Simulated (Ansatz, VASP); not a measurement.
# PtSe2 in two plane-wave programs, part 2 of 2

Wanted: the spread between two codes on one cell, functional and k mesh. The cell is taken from a series of runs on this material, whose earlier steps may have relaxed, scaled, displaced or heated it; both programs get it as it stands.

VASP 6.6.1 and Ansatz 0.2.0.

So far: Starting point; VASP: single point, HSE06.

## (3) Ansatz: single point, HSE06

Level of this step: Ansatz beside VASP: Kohn-Sham DFT, plane waves, HSE06 (Ansatz).

Ansatz runs on its PAW soft_1 files.

The same cell, functional and mesh now go to Ansatz, which takes its cutoff from its data sets.

Input file input.yaml:

```yaml
crystal:
  lattice:
    - [3.7216582853, 0.0, 0.0]
    - [-1.8608291427, 3.2230506193, 0.0]
    - [0.0, 0.0, 39.0]
  atoms:
    - { symbol: Pt, position: [0.0, 0.0, 0.4328692957] }
    - { symbol: Se, position: [0.3333333333, 0.6666666667, 0.4662805225] }
    - { symbol: Se, position: [0.6666666667, 0.3333333333, 0.3989890657] }
    - { symbol: Pt, position: [0.3333333333, 0.6666666667, 0.5671446757] }
    - { symbol: Se, position: [0.0, 0.0, 0.6010109343] }
    - { symbol: Se, position: [0.6666666667, 0.3333333333, 0.5335265406] }
  periodic: [true, true, false]
kpoints:
  mp_grid: { grid: [6, 6, 1] }
  band_path:
    path:
      - [0.0, 0.0, 0.0]
      - [0.5, 0.0, 0.0]
      - [0.3333333333, 0.3333333333, 0.0]
      - [0.0666666667, 0.0666666667, 0.0]
      - [0.25, 0.0, 0.0]
      - [0.2, 0.0, 0.0]
    npoints: 1
hamiltonian:
  xc: hse06
  pseudopotentials: { kind: paw, azcp: { folder: soft_1 } }
scf:
  occupations: { method: fixed }
  n_extra_bands: 6
output:
  eigenvalues: true
```

Launch:

```console
$ ansatz run input.yaml --threads 3 --pin off --max-ram 92160MiB --backend cuda --events-out ev --progress --plain --runs-dir out --devices 1 --max-vram 13GiB
```

Numbers of over 12 decimals in the logs are rounded to 6 here.

The log of the run:

```text
scf.n_extra_bands = 6 over 50 filled bands (N_el = 100.0): the run solves 56 bands
GPUs: using 1 of 1 available (devices: 1).
Engine: ansatz 0.2.0, x86_64-unknown-linux-gnu
Pseudopotentials: kind: paw
Pseudopotential: Pt, paw, valence charge 18, recommended cutoff 420 eV (normal), soft_1/Pt.paw.azcp
Pseudopotential: Se, paw, valence charge 16, recommended cutoff 420 eV (normal), soft_1/Se.paw.azcp
Functional definition: HSE06
  parameter a = 0.25
  parameter omega = 0.11/bohr
  exchange = pbe_x - a*pbe_x_sr(omega) + a*exact_x_sr(omega)
  correlation = pbe_c
davidson cushion auto → on  (no smearing: the cushion is to keep the highest requested band from converging to the state above it; pin scf.eigensolver.cushion to override)
device memory: the entry about to start is reckoned to put 4.6 GiB on a device that reports 49.0 GiB free (of which the cap on the GPU budget leaves the run 13.0 GiB)
GPU FFT provider: cuFFT
GPU libraries: cuBLAS 13.8.2, cuFFT 12.4.0, cuSOLVER 12.3.4
Crystal: 6 atoms, lattice volume = 467.809 Å³
Basis set: ecut = 420 eV, 9215 PW (Γ)
Bands: 56, of which v1, the nominal top of the filled ones, is band 50 counted from 1 (49 counted from 0)
Symmetry: 6 space group operations
Space group: P3m1 (ITA 156), of the structure as read, at distance tolerance 7.8e-5 Å
k-points: 7 of 36 (time reversal used)
Non-local potential: Pt, projectors of the file, l = 0: 3, l = 1: 2, l = 2: 2, l = 3: 1
Non-local potential: Se, projectors of the file, l = 0: 2, l = 1: 2, l = 2: 3, l = 3: 1
PAW form: soft (Blöchl's): semilocal exchange-correlation on the pseudo side does not see the compensation charge
PAW frozen core: Pt, regenerated for the run's functional, and the local potential with it (the file was generated under x = pbe(κ = 0.804, μ = 0.219515), c = pbe(β = 0.066725))
PAW frozen core: Se, regenerated for the run's functional, and the local potential with it (the file was generated under x = pbe(κ = 0.804, μ = 0.219515), c = pbe(β = 0.066725))
PAW one-centre angular grid: Pt, 590 points (default); XC on 64 Gauss nodes
PAW one-centre angular grid: Se, 590 points (default); XC on 64 Gauss nodes
Initial density: superposition of atomic densities (neutral atoms: chi_scale 0, normalization atom)
Initial wavefunctions: pseudopotential atomic-orbital guess
GPU buffer pool allocated for 168750 grid points (all kernels)
GPU transforms: local potential and band sums: pruned to the plane-wave sphere, on 25×25×270
Functional: x = pbe(κ = 0.804, μ = 0.219515), c = pbe(β = 0.066725), warm-up for x = pbe(κ = 0.804, μ = 0.219515) + 0.25 (exact − pbe) at short range (hse, ω = 0.207870 Å⁻¹), c = pbe(β = 0.066725); HSE06 as pw.x's `hse` composes it (authors' and Libxc's form: `xc: wpbeh`)
iter 1 solved again at ethr=8.69e-3 eV; its pass at ethr=1.00e-1 eV (dr2=8.69e0 eV) is discarded
SCF iter   1: F=—  HF=-46929.702643 eV  |F-HF|=—  |Δ(HF+E_count)|=         —  Δρ=4.15e-2  dr2=9.03e0  ethr=8.69e-3  ⟨swp⟩=5.3  Hψ=2019  notcnv=0
preconditioner: auto → none  [insulator: Δε(μ)=1.252 eV  Ē_g=8.051 eV  n_scr=92 (ndim 8)  ℏωp=11.4 eV  f_vac=0.711]
SCF iter   2: F=—  HF=-46931.532407 eV  |F-HF|=—  |Δ(HF+E_count)|=    1.83e0  Δρ=4.13e-2  dr2=1.98e1  ethr=8.69e-3  ⟨swp⟩=4.0  Hψ=1091  notcnv=0
SCF iter   3: F=—  HF=-46928.625176 eV  |F-HF|=—  |Δ(HF+E_count)|=    2.91e0  Δρ=1.54e-2  dr2=9.04e0  ethr=8.69e-3  ⟨swp⟩=3.6  Hψ=957  notcnv=0  defer=2
SCF iter   4: F=—  HF=-46928.163539 eV  |F-HF|=—  |Δ(HF+E_count)|=   4.62e-1  Δρ=1.22e-2  dr2=1.42e0  ethr=8.69e-3  ⟨swp⟩=3.0  Hψ=878  notcnv=0  defer=2
SCF iter   5: F=—  HF=-46928.249623 eV  |F-HF|=—  |Δ(HF+E_count)|=   8.61e-2  Δρ=9.09e-3  dr2=2.00e0  ethr=1.42e-3  ⟨swp⟩=3.9  Hψ=908  notcnv=0
SCF iter   6: F=—  HF=-46928.100889 eV  |F-HF|=—  |Δ(HF+E_count)|=   1.49e-1  Δρ=3.99e-3  dr2=2.73e-1  ethr=1.42e-3  ⟨swp⟩=3.0  Hψ=878  notcnv=0  defer=2
iter 7 solved again at ethr=1.55e-5 eV; its pass at ethr=2.73e-4 eV (dr2=1.55e-2 eV) is discarded
SCF iter   7: F=—  HF=-46928.077615 eV  |F-HF|=—  |Δ(HF+E_count)|=   2.33e-2  Δρ=1.79e-3  dr2=1.63e-2  ethr=1.55e-5  ⟨swp⟩=4.0  Hψ=1857  notcnv=0  defer=1
SCF iter   8: F=—  HF=-46928.076390 eV  |F-HF|=—  |Δ(HF+E_count)|=   1.22e-3  Δρ=6.54e-4  dr2=9.88e-3  ethr=1.55e-5  ⟨swp⟩=2.3  Hψ=871  notcnv=0
[...]
SCF 1 stopped early in 11 iterations: F = -46928.075690 eV  dr2 = 1.46e-5
  greatest PAW one-centre occupation: 1.000 electrons in one spin orbital (limit 2), on the Pt atom at site 0 (counted from 0), in its partial waves of l = 0
device memory: the entry about to start is reckoned to put 5.5 GiB (of the 5.6 GiB reckoned in all, the device holds 0.1 GiB already) on a device that reports 47.0 GiB free (of which the cap on the GPU budget leaves the run 12.9 GiB)
GPU FFT provider: cuFFT
GPU libraries: cuBLAS 13.8.2, cuFFT 12.4.0, cuSOLVER 12.3.4
Initial density: handed on by an earlier stage of this run
Initial wavefunctions: those handed on with the density
GPU buffer pool allocated for 168750 grid points (all kernels)
GPU transforms: local potential and band sums: pruned to the plane-wave sphere, on 25×25×270
Functional: x = pbe(κ = 0.804, μ = 0.219515) + 0.25 (exact − pbe) at short range (hse, ω = 0.207870 Å⁻¹), c = pbe(β = 0.066725); HSE06 as pw.x's `hse` composes it (authors' and Libxc's form: `xc: wpbeh`)
Exchange kernel: α = 0.2500, screened, ω = 0.2079 Å⁻¹, Wigner–Seitz truncation, v(0) = 1046.5184 eV·Å³, q-mesh 6×6×1, nearest image of the exchange supercell L = 22.33 Å, pair-density grid 18×18×180, without the augmentation charges, whose exchange is taken in its separable form by FFT convolution over the k-point mesh (sized by the pseudopotential files, 24×24×270 at the most), smooth part of the exact exchange by density-matrix convolution in up to 10.50 GiB of GPU memory as planned if the GPU has room (build and FFT work areas not counted)
Frozen-core exchange: fock
[...]
preconditioner: auto → none  [insulator: Δε(μ)=1.343 eV  Ē_g=9.354 eV  n_scr=92 (ndim 8)  ℏωp=11.4 eV  f_vac=0.715]
[...]
SCF iter   9: F=-46938.352650 eV  HF=-46938.352658 eV  |F-HF|=7.69e-6  |Δ(HF+E_count)|=   2.82e-5  Δρ=3.12e-5  dr2=1.86e-5  ethr=6.13e-8  ⟨swp⟩=3.0  Hψ=976  notcnv=0
SCF 2 stopped early in 9 iterations: F = -46938.352650 eV  dr2 = 1.86e-5
hybrid outer 1: dexx = +3.814e-2 eV, tail = 4.03e-4 eV
GPU FFT provider: cuFFT
GPU libraries: cuBLAS 13.8.2, cuFFT 12.4.0, cuSOLVER 12.3.4
GPU buffer pool allocated for 168750 grid points (all kernels)
GPU transforms: local potential and band sums: pruned to the plane-wave sphere, on 25×25×270
Exchange kernel: α = 0.2500, screened, ω = 0.2079 Å⁻¹, Wigner–Seitz truncation, v(0) = 1046.5184 eV·Å³, q-mesh 6×6×1, nearest image of the exchange supercell L = 22.33 Å, pair-density grid 18×18×180, without the augmentation charges, whose exchange is taken in its separable form by FFT convolution over the k-point mesh (sized by the pseudopotential files, 24×24×270 at the most), smooth part of the exact exchange by density-matrix convolution in up to 7.93 GiB of GPU memory as planned if the GPU has room (build and FFT work areas not counted)
Frozen-core exchange: fock
SCF iter   1: F=—  HF=-46938.353704 eV  |F-HF|=—  |Δ(HF+E_count)|=         —  Δρ=7.39e-5  dr2=1.39e-4  ethr=2.01e-6  ⟨swp⟩=3.3  Hψ=886  notcnv=0
preconditioner: auto → none  [insulator: Δε(μ)=1.402 eV  Ē_g=9.374 eV  n_scr=92 (ndim 8)  ℏωp=11.4 eV  f_vac=0.715]
SCF iter   2: F=—  HF=-46938.353858 eV  |F-HF|=—  |Δ(HF+E_count)|=   1.54e-4  Δρ=1.61e-4  dr2=1.68e-3  ethr=1.31e-7  ⟨swp⟩=4.1  Hψ=1100  notcnv=0
iter 3 solved again at ethr=1.67e-9 eV; its pass at ethr=1.31e-7 eV (dr2=1.67e-6 eV) is discarded
SCF iter   3: F=—  HF=-46938.353702 eV  |F-HF|=—  |Δ(HF+E_count)|=   1.56e-4  Δρ=2.00e-5  dr2=2.59e-6  ethr=1.67e-9  ⟨swp⟩=4.0  Hψ=2111  notcnv=0
SCF iter   4: F=—  HF=-46938.353708 eV  |F-HF|=—  |Δ(HF+E_count)|=   6.08e-6  Δρ=2.06e-5  dr2=9.50e-6  ethr=1.67e-9  ⟨swp⟩=5.3  Hψ=1248  notcnv=0  defer=4
SCF iter   5: F=—  HF=-46938.353708 eV  |F-HF|=—  |Δ(HF+E_count)|=   2.25e-7  Δρ=1.74e-5  dr2=1.30e-5  ethr=1.67e-9  ⟨swp⟩=4.3  Hψ=1110  notcnv=0
SCF iter   6: F=—  HF=-46938.353707 eV  |F-HF|=—  |Δ(HF+E_count)|=   1.14e-6  Δρ=6.73e-6  dr2=1.82e-6  ethr=1.67e-9  ⟨swp⟩=3.9  Hψ=945  notcnv=0
SCF iter   7: F=—  HF=-46938.353707 eV  |F-HF|=—  |Δ(HF+E_count)|=   1.64e-7  Δρ=1.36e-6  dr2=1.05e-7  ethr=1.67e-9  ⟨swp⟩=3.0  Hψ=875  notcnv=0
SCF iter   8: F=-46938.353707 eV  HF=-46938.353707 eV  |F-HF|=2.94e-9  |Δ(HF+E_count)|=   2.98e-9  Δρ=5.10e-7  dr2=4.74e-8  ethr=6.31e-11  ⟨swp⟩=4.0  Hψ=979  notcnv=0
SCF 3 converged in 8 iterations: F = -46938.353707 eV  dr2 = 4.74e-8
hybrid outer 2: dexx = +7.830e-6 eV, tail = 2.91e-7 eV, Δε = 5.06e-3 eV (about 2.20e-4 eV left of the loop's levels)
device memory: the entry about to start is reckoned to put 1.7 GiB on a device that reports 49.9 GiB free (of which the cap on the GPU budget leaves the run 13.0 GiB)
NSCF: frozen V_eff on 6 k-points
hybrid SCF converged: 2 outer / 17 inner (+11 warm-up), last move |dexx| = 7.83e-6 eV, tail = 2.91e-7 eV
Stability not checked: this state was not tested for a lower state beside it, because the functional holds exact exchange (a hybrid, or Hartree-Fock), whose exchange loop this test does not read (fock_operator; see scf.lower_state_search)
Free energy (F): -46938.353709 eV
Frozen-core exchange: fock
Harris-Foulkes:  -46938.353709 eV  (|F-HF|=2.94e-9)
Internal energy: -46938.353709 eV  (E = F + TS)
E sigma→0 (E₀):  -46938.353709 eV
Fermi energy:    -5.585124 eV
--- Per-component energies (eV) ---
  E_band       = -3986.014003
  E_kinetic    = 1630.102031
  E_local      = -501771.233008  (includes V_loc(G=0)·N_el)
  E_nonlocal   = -1011.810942
  E_hartree    = 249869.372783
  E_xc         = -645.746328
  E_vxc        = -719.832351  (∫ρ·V_xc dr)
  E_exx        = -400.288495  (= α·E_x^exact, valence–valence)
  E_paw        = -27247.870604  (= ΣΔE_a)
  E_vpaw       = -1051.419968  (= ΣTr[D̂ρ^β])
  E_aug_tail   = 0.000788  (compensation charges beyond the density's cutoff)
  E_ewald      = 232647.460231
  E_core_change = -8.340164  (= ΣΔE_core)
  E_smearing   = -0.000000  (= −TS)
  E_closure    = 0.000000  (closes the sum)
  Σ components = -46938.353709   (vs F -46938.353709, Δ=3.64e-11)
--- Band table (eV; the first three rows and the last of 7) ---
  k-point 0: bands = [... 46 lower, -6.3706, -6.0978, -6.0978, -5.6133, -2.7849, -2.7849, -2.4397, -2.4397, ... 2 higher]
  k-point 1: bands = [... 46 lower, -6.5524, -6.4381, -6.2381, -5.5851, -3.9805, -3.6228, -3.1355, -2.6901, ... 2 higher]
  k-point 2: bands = [... 46 lower, -7.4672, -7.1443, -7.0986, -6.6647, -4.0682, -3.2355, -3.2333, -2.6564, ... 2 higher]
  k-point 6: bands = [... 46 lower, -7.9138, -7.6677, -7.4201, -7.4007, -4.1846, -3.8578, -3.7131, -3.1380, ... 2 higher]
  the weakly bound empty levels are not read free of the cell's end (exact_exchange)
```

In the SCF lines HF is the Harris–Foulkes energy and dr2 the Hartree energy of the density residual, in eV; the loop may stop once dr2 is under the threshold and the program's other checks hold. Hψ counts applications of the Hamiltonian.

## (4) Differences

Known differences besides the potentials themselves: exact exchange at q = 0 is treated differently, which shows on coarse meshes; VASP keeps PBE cores, Ansatz makes them for the functional; fixed occupations in Ansatz, narrow Gaussian smearing in VASP; Ansatz cuts the interaction across the vacuum, VASP repeats the sheet with a dipole correction (LDIPOL); the data sets hold 100 valence electrons in Ansatz (on its PAW soft_1 files) and 44 in VASP; the cutoff is 420 eV in Ansatz and 400 eV in VASP; VASP takes a coarser grid for exact exchange (PRECFOCK = Fast). Total energies have different zeros and are not compared.

Compared:

```
              quantity  Ansatz   VASP  difference
gap on the k mesh (eV)   1.401  1.390      +0.011
```

A gap on the mesh is an upper bound, since the band edges may lie between its points; neither run holds spin-orbit coupling, which can move the band edges of a compound of Pt. Where the cell holds vacuum, a pressure given here is an average over it and none of the material.

## (5) Results

- difference in gap on the k mesh (single point, HSE06): 0.011 eV

In words: The difference in gap on the k mesh is 0.011 eV (single point, HSE06), within the 0.08 eV picked in this series as the mark of a large difference. The data sets hold unlike numbers of valence electrons (100 in Ansatz and 44 in VASP), so part of the differences may come from the potentials. How closely two codes agree says nothing of how well the functional describes the real material.

[Lines on the potential files, build, host, timing and source positions are cut from VASP's logs without a mark.]

[Logs are printed without paths, hosts, clocks, repeated set-up lines and the standing remarks that a program may print on its own settings, such as how far it seeks lower states.]

[Hosts, paths, dates, database ids (printed as entryN), source tags and the programs' standing remarks are cut or masked in the printed files.]
